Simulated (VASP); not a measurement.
Given:

```
CELL_PARAMETERS angstrom
      0.00000     2.69747     2.69747
      2.69747     0.00000     2.69747
      2.69747     2.69747     0.00000
ATOMIC_POSITIONS crystal
  Ga 0.00000 0.00000 0.00000
  P  0.25000 0.25000 0.25000
```

Computed with vdW-DF-cx, VASP's PBE PAW potentials (set 64) (plane waves; VASP 6.6.1). Run with 520 eV cut-off, 8×8×8 Γ-centred mesh, Gaussian smearing of 0.050 eV, potentials Ga_d P.

Task: Give the stress tensor in GPa (positive for a compressed cell).

Result: 
```
2.70  0.00  0.00
0.00  2.70  0.00
0.00  0.00  2.70
```
The pressure is its mean diagonal, 2.70 GPa.

The compound is GaP in the zinc blende structure. This cell is one point of a volume scan, at 0.97 of the reference volume.
